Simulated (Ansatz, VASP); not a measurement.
# Li3SeF in two plane-wave programs

One calculation is typed for both programs; each brings its own data sets. How far apart do they land? The cell is generated by rule, not measured, and may not be a known phase. The cell is taken from a series of runs on this material, whose earlier steps may have relaxed, scaled, displaced or heated it; both programs get it as it stands.

Calculated with Ansatz 0.2.0; plane waves, with VASP 6.6.1 beside it; zone-centre phonons at PBE.

The structure was built from a prototype and need not be the compound's stable phase.

## 1. The structure

It takes space group Pm-3m (No. 221, cubic). The conventional cell has a = 3.996 Å, b = 3.996 Å, c = 3.996 Å, α = 90.00°, β = 90.00°, γ = 90.00°. Nearest to Se lie 12 Li at 2.83 Å. Nearest to F lie 6 Li at 2.00 Å. Nearest to Li lie 2 F at 2.00 Å and 4 Se at 2.83 Å and 8 Li at 2.83 Å. Farther neighbours and most contacts between anions are not listed.

## 2. VASP: zone-centre phonons, PBE

Second derivatives magnify differences that forces hide, and they need a tight electronic threshold.

Lines of VASP's logs that name or quote its potential files are left out, and so is its time.

The input, INCAR:

```
SYSTEM = Li3SeF
PREC = Accurate
ENCUT = 750
EDIFF = 1E-08
NELM = 120
ISMEAR = 0
SIGMA = 0.01
LREAL = .FALSE.
ALGO = Normal
GGA = PE
NBANDS = 17
LORBIT = 11
LWAVE = .FALSE.
LCHARG = .FALSE.
ISIF = 2
IBRION = 8
LEPSILON = .TRUE.
LASPH = .TRUE.
GGA_COMPAT = .FALSE.
EFERMI = MIDGAP
KPAR = 2
```

The input, POSCAR:

```
Li3SeF
1.0
    3.9956403211      0.0000000000      0.0000000000
    0.0000000000      3.9956403211      0.0000000000
    0.0000000000      0.0000000000      3.9956403211
Se F Li
1 1 3
Direct
    0.0000000000      0.0000000000      0.0000000000
    0.5000000000      0.5000000000      0.5000000000
    0.5000000000      0.5000000000      0.0000000000
    0.5000000000      0.0000000000      0.5000000000
    0.0000000000      0.5000000000      0.5000000000
```

The input, KPOINTS:

```
Automatic mesh
0
Gamma
12 12 12
0 0 0
```

PAW data sets: Se, F and Li_sv (PBE family, release 64).

Launch:

```console
$ mpirun -np 2 vasp_std
```

Numbers of over 12 decimals in the logs are rounded to 6 here.

The program printed:

```text
[banner, memory and clock lines left out]
running    2 mpi-ranks, on    1 nodes
 distrk:  each k-point on    1 cores,    2 groups
 distr:  one band on    1 cores,    1 groups

 POSCAR found type information on POSCAR SeF Li
 POSCAR found :  3 types and       5 ions
 LDA part: xc-table for (Slater+PW92), standard interpolation
 POSCAR, INCAR and KPOINTS ok, starting setup
 FFT: planning ... GRIDC
 FFT: planning ... GRID_SOFT
 FFT: planning ... GRID
 WAVECAR not read
 entering main loop
       N       E                     dE             d eps       ncg     rms          rms(c)
DAV:   1     0.151478262595E+03    0.15148E+03   -0.13196E+04  2856   0.174E+03
DAV:   2    -0.505786777481E+01   -0.15654E+03   -0.15215E+03  3524   0.365E+02
DAV:   3    -0.204109496607E+02   -0.15353E+02   -0.15280E+02  5315   0.810E+01
DAV:   4    -0.212708789848E+02   -0.85993E+00   -0.85924E+00  3665   0.183E+01
DAV:   5    -0.212877558576E+02   -0.16877E-01   -0.16874E-01  4506   0.243E+00    0.563E+00
DAV:   6    -0.205120681200E+02    0.77569E+00   -0.26564E+00  3483   0.108E+01    0.229E+00
DAV:   7    -0.205055356260E+02    0.65325E-02   -0.24091E-01  4275   0.270E+00    0.145E+00
DAV:   8    -0.205023242513E+02    0.32114E-02   -0.67555E-02  3819   0.220E+00    0.375E-01
DAV:   9    -0.205004489515E+02    0.18753E-02   -0.20498E-02  3931   0.107E+00    0.144E-01
DAV:  10    -0.205004810104E+02   -0.32059E-04   -0.22022E-03  3536   0.372E-01    0.537E-02
DAV:  11    -0.205005557314E+02   -0.74721E-04   -0.10948E-04  3240   0.883E-02    0.181E-02
DAV:  12    -0.205005538870E+02    0.18444E-05   -0.84013E-06  3973   0.236E-02    0.464E-03
DAV:  13    -0.205005538591E+02    0.27823E-07   -0.12890E-06  3541   0.939E-03    0.118E-03
DAV:  14    -0.205005539435E+02   -0.84353E-07   -0.17657E-07  4087   0.303E-03    0.285E-04
DAV:  15    -0.205005539483E+02   -0.48506E-08   -0.20884E-08  3073   0.123E-03
   1 F= -.20500554E+02 E0= -.20500554E+02  d E =0.000000E+00
 Linear response reoptimize wavefunctions to high precision
DAV:   1    -0.205005539419E+02    0.64708E-08   -0.12589E-09  2422   0.286E-04
DAV:   2    -0.205005539419E+02   -0.41837E-10   -0.16558E-10  1791   0.988E-05
 Linear response G [H, r] |phi>, progress :
  Direction:   1
       N       E                     dE             d eps       ncg     rms
RMM:   1    -0.639072812470E+02   -0.63907E+02    0.10236E+03  3703   0.348E+02
RMM:   2    -0.723739074264E+02   -0.84666E+01   -0.34839E+01  5938   0.370E+01
RMM:   3    -0.731815357709E+02   -0.80763E+00   -0.64781E+00  6875   0.128E+01
RMM:   4    -0.734140945690E+02   -0.23256E+00   -0.19791E+00  6934   0.631E+00
RMM:   5    -0.734718775868E+02   -0.57783E-01   -0.43266E-01  7027   0.285E+00
RMM:   6    -0.734835500354E+02   -0.11672E-01   -0.12869E-01  7297   0.141E+00
RMM:   7    -0.734863527805E+02   -0.28027E-02   -0.28919E-02  7524   0.615E-01
RMM:   8    -0.734868427958E+02   -0.49002E-03   -0.21871E-02  7423   0.317E-01
RMM:   9    -0.734871847201E+02   -0.34192E-03   -0.18935E-02  7481   0.169E-01
RMM:  10    -0.734873272008E+02   -0.14248E-03   -0.17835E-02  7445   0.964E-02
RMM:  11    -0.734873778818E+02   -0.50681E-04   -0.97190E-03  7377   0.572E-02
RMM:  12    -0.734874116350E+02   -0.33753E-04   -0.56028E-03  7290   0.349E-02
RMM:  13    -0.734873978068E+02    0.13828E-04   -0.26081E-03  7118   0.223E-02
RMM:  14    -0.734874268459E+02   -0.29039E-04   -0.17920E-03  6871   0.144E-02
[...]
RMM:  20    -0.734874329471E+02   -0.32773E-06    0.75752E-05  6449   0.268E-03
RMM:  21    -0.734874335002E+02   -0.55309E-06    0.60937E-05  6286   0.238E-03
RMM:  22    -0.734874337741E+02   -0.27395E-06    0.17462E-04  6175   0.217E-03
RMM:  23    -0.734874336363E+02    0.13778E-06    0.12523E-04  5987   0.204E-03
RMM:  24    -0.734874335146E+02    0.12170E-06    0.13378E-04  5925   0.194E-03
RMM:  25    -0.734874334023E+02    0.11234E-06    0.19710E-04  5837   0.188E-03
RMM:  26    -0.734874337508E+02   -0.34850E-06    0.18625E-04  5780   0.184E-03
RMM:  27    -0.734874338119E+02   -0.61078E-07    0.19328E-04  5706   0.182E-03
 Linear response G [H, r] |phi>, progress :
  Direction:   2
       N       E                     dE             d eps       ncg     rms
RMM:   1    -0.596724806690E+02   -0.59672E+02    0.11781E+03  3657   0.368E+02
RMM:   2    -0.740347565231E+02   -0.14362E+02   -0.35421E+01  5990   0.380E+01
RMM:   3    -0.748539974871E+02   -0.81924E+00   -0.67142E+00  6895   0.129E+01
RMM:   4    -0.751210854131E+02   -0.26709E+00   -0.17487E+00  7013   0.595E+00
[...]
RMM:  10    -0.878177855237E-01    0.10075E-05    0.33530E-06 16693   0.115E-03    0.874E-05
RMM:  11    -0.878168821332E-01    0.90339E-06    0.53130E-06 16169   0.709E-04    0.678E-05
RMM:  12    -0.878171112086E-01   -0.22908E-06    0.24581E-07 16078   0.443E-04    0.210E-05
RMM:  13    -0.878170273273E-01    0.83881E-07    0.20808E-06 16871   0.284E-04    0.296E-05
RMM:  14    -0.878170628616E-01   -0.35534E-07    0.31206E-07 16781   0.191E-04    0.297E-05
RMM:  15    -0.878169594926E-01    0.10337E-06    0.67327E-07 16265   0.136E-04    0.144E-05
RMM:  16    -0.878168088553E-01    0.15064E-06    0.10696E-07 15856   0.103E-04    0.186E-05
RMM:  17    -0.878167421010E-01    0.66754E-07    0.17496E-07 15893   0.783E-05    0.220E-05
RMM:  18    -0.878167084389E-01    0.33662E-07    0.37415E-08 15782   0.627E-05    0.171E-05
RMM:  19    -0.878166638482E-01    0.44591E-07    0.44561E-08 15058   0.541E-05    0.837E-06
RMM:  20    -0.878166667803E-01   -0.29321E-08   -0.43946E-08 14262   0.455E-05    0.396E-06
 first order change of Fermi-energy   0.74161E-03
 force on displaced ion       1 direction 1 :  -2.661  -0.000   0.000
 Born effective charge ion    1 direction 1 :  -1.999   0.000   0.000
 Linear response progress:
  Degree of freedom:   2/  4
       N       E                     dE             d eps       ncg     rms          rms(c)
RMM:   1    -0.542306843930E+00   -0.54231E+00    0.61179E-01 13183   0.379E+00
RMM:   2    -0.536611172899E+00    0.56957E-02   -0.91485E-03 12785   0.567E-01    0.862E-02
RMM:   3    -0.538447977052E+00   -0.18368E-02   -0.27805E-03 14108   0.218E-01    0.473E-02
RMM:   4    -0.540497163376E+00   -0.20492E-02   -0.87507E-04 14379   0.146E-01    0.112E-02
RMM:   5    -0.540595464934E+00   -0.98302E-04   -0.25018E-04 15593   0.575E-02    0.433E-03
RMM:   6    -0.540656593759E+00   -0.61129E-04   -0.30852E-05 15763   0.232E-02    0.137E-03
RMM:   7    -0.540626971869E+00    0.29622E-04   -0.56642E-06 15928   0.931E-03    0.584E-04
RMM:   8    -0.540632263047E+00   -0.52912E-05   -0.19366E-06 16335   0.438E-03    0.145E-04
RMM:   9    -0.540634991665E+00   -0.27286E-05   -0.20958E-07 16431   0.218E-03    0.356E-05
RMM:  10    -0.540633848096E+00    0.11436E-05    0.11274E-07 16687   0.110E-03    0.273E-05
RMM:  11    -0.540633947520E+00   -0.99423E-07   -0.72150E-08 16922   0.599E-04    0.188E-05
RMM:  12    -0.540634290035E+00   -0.34252E-06    0.20208E-09 16477   0.375E-04    0.916E-06
RMM:  13    -0.540634151404E+00    0.13863E-06   -0.61881E-09 16622   0.248E-04    0.614E-06
RMM:  14    -0.540634205379E+00   -0.53975E-07   -0.82303E-09 17074   0.176E-04    0.334E-06
RMM:  15    -0.540634208204E+00   -0.28250E-08   -0.37641E-08 17197   0.136E-04    0.291E-06
 first order change of Fermi-energy  -0.16575E-04
 force on displaced ion       2 direction 1 :  -4.024  -0.000  -0.000
 Born effective charge ion    2 direction 1 :  -1.581   0.000   0.000
 Linear response progress:
  Degree of freedom:   3/  4
       N       E                     dE             d eps       ncg     rms          rms(c)
RMM:   1    -0.171466680642E+00   -0.17147E+00    0.27857E+00 15467   0.167E+01
RMM:   2    -0.175426011808E+00   -0.39593E-02   -0.17308E-02 22336   0.825E-01    0.886E-02
RMM:   3    -0.175505543257E+00   -0.79531E-04   -0.29977E-03 25993   0.315E-01    0.482E-02
RMM:   4    -0.175358092941E+00    0.14745E-03   -0.60872E-04 26502   0.159E-01    0.959E-03
RMM:   5    -0.175378229360E+00   -0.20136E-04   -0.19817E-04 27663   0.700E-02    0.192E-03
RMM:   6    -0.175419769943E+00   -0.41541E-04   -0.10457E-04 27963   0.419E-02    0.990E-04
RMM:   7    -0.175454801876E+00   -0.35032E-04   -0.73703E-05 28329   0.218E-02    0.362E-04
RMM:   8    -0.175467381419E+00   -0.12580E-04   -0.61877E-05 28854   0.171E-02    0.151E-04
RMM:   9    -0.175469672545E+00   -0.22911E-05   -0.53823E-05 29431   0.143E-02    0.154E-04
RMM:  10    -0.175467044540E+00    0.26280E-05   -0.45624E-05 28087   0.125E-02    0.289E-04
RMM:  11    -0.175472887317E+00   -0.58428E-05   -0.40123E-05 26293   0.113E-02    0.141E-04
RMM:  12    -0.175474924906E+00   -0.20376E-05   -0.35630E-05 28751   0.101E-02    0.126E-04
RMM:  13    -0.175476829784E+00   -0.19049E-05   -0.31406E-05 28137   0.921E-03    0.107E-04
RMM:  14    -0.175477144528E+00   -0.31474E-06   -0.27007E-05 29611   0.846E-03    0.137E-04
RMM:  15    -0.175477855289E+00   -0.71076E-06   -0.24398E-05 27215   0.785E-03    0.138E-04
RMM:  16    -0.175478098204E+00   -0.24292E-06   -0.21563E-05 28427   0.731E-03    0.157E-04
RMM:  17    -0.175479211532E+00   -0.11133E-05   -0.19271E-05 26517   0.687E-03    0.142E-04
 first order change of Fermi-energy  -0.15858E-04
 force on displaced ion       3 direction 1 :  -1.193   0.000   0.000
 Born effective charge ion    3 direction 1 :   1.364   0.000   0.000
 Linear response progress:
  Degree of freedom:   4/  4
       N       E                     dE             d eps       ncg     rms          rms(c)
RMM:   1    -0.169295853453E+00   -0.16930E+00    0.15689E+00  9562   0.139E+01
RMM:   2    -0.172622710729E+00   -0.33269E-02   -0.18036E-02 12765   0.881E-01    0.865E-02
RMM:   3    -0.172792075141E+00   -0.16936E-03   -0.39352E-03 15105   0.354E-01    0.474E-02
RMM:   4    -0.172684306447E+00    0.10777E-03   -0.98973E-04 15206   0.174E-01    0.817E-03
RMM:   5    -0.172733624863E+00   -0.49318E-04   -0.31577E-04 15904   0.753E-02    0.284E-03
RMM:   6    -0.172801233009E+00   -0.67608E-04   -0.12503E-04 16125   0.412E-02    0.136E-03
RMM:   7    -0.172853058054E+00   -0.51825E-04   -0.77683E-05 16190   0.197E-02    0.453E-04
RMM:   8    -0.172867151187E+00   -0.14093E-04   -0.55831E-05 16720   0.134E-02    0.205E-04
RMM:   9    -0.172871847183E+00   -0.46960E-05   -0.46268E-05 16711   0.999E-03    0.228E-04
RMM:  10    -0.172875795223E+00   -0.39480E-05   -0.34897E-05 16665   0.798E-03    0.211E-04
RMM:  11    -0.172867109850E+00    0.86854E-05   -0.28105E-05 15008   0.710E-03    0.606E-04
RMM:  12    -0.172879954836E+00   -0.12845E-04   -0.22580E-05 13690   0.651E-03    0.805E-05
RMM:  13    -0.172882393073E+00   -0.24382E-05   -0.18726E-05 15647   0.507E-03    0.376E-05
RMM:  14    -0.172882268886E+00    0.12419E-06   -0.15655E-05 16070   0.428E-03    0.579E-05
[...]
RMM:  44    -0.172889650726E+00   -0.22548E-07   -0.29154E-06 12682   0.779E-04    0.189E-05
RMM:  45    -0.172889677453E+00   -0.26727E-07   -0.28352E-06 13842   0.756E-04    0.202E-05
RMM:  46    -0.172889701430E+00   -0.23976E-07   -0.27523E-06 13403   0.734E-04    0.216E-05
RMM:  47    -0.172889724065E+00   -0.22636E-07   -0.26793E-06 12938   0.713E-04    0.229E-05
RMM:  48    -0.172889724822E+00   -0.75715E-09   -0.26015E-06 14080   0.693E-04    0.251E-05
RMM:  49    -0.172889743380E+00   -0.18558E-07   -0.25341E-06 12009   0.672E-04    0.265E-05
RMM:  50    -0.172889760622E+00   -0.17242E-07   -0.24616E-06 12118   0.652E-04    0.278E-05
RMM:  51    -0.172889778452E+00   -0.17829E-07   -0.23939E-06 12023   0.635E-04    0.290E-05
 first order change of Fermi-energy   0.48800E-04
 force on displaced ion       3 direction 3 :  -0.000  -0.000  -3.436
 Born effective charge ion    3 direction 3 :   0.000   0.000   0.848
 Born effective charges drift removed
 Linear response finished
```

(Part 1 of 3 ends here.)

[Lines on the potential files, build, host, timing and source positions are cut from VASP's logs without a mark.]

[Logs are printed without paths, hosts, clocks, repeated set-up lines and the standing remarks that a program may print on its own settings, such as how far it seeks lower states.]

[Hosts, paths, dates, database ids (printed as entryN), source tags and the programs' standing remarks are cut or masked in the printed files.]
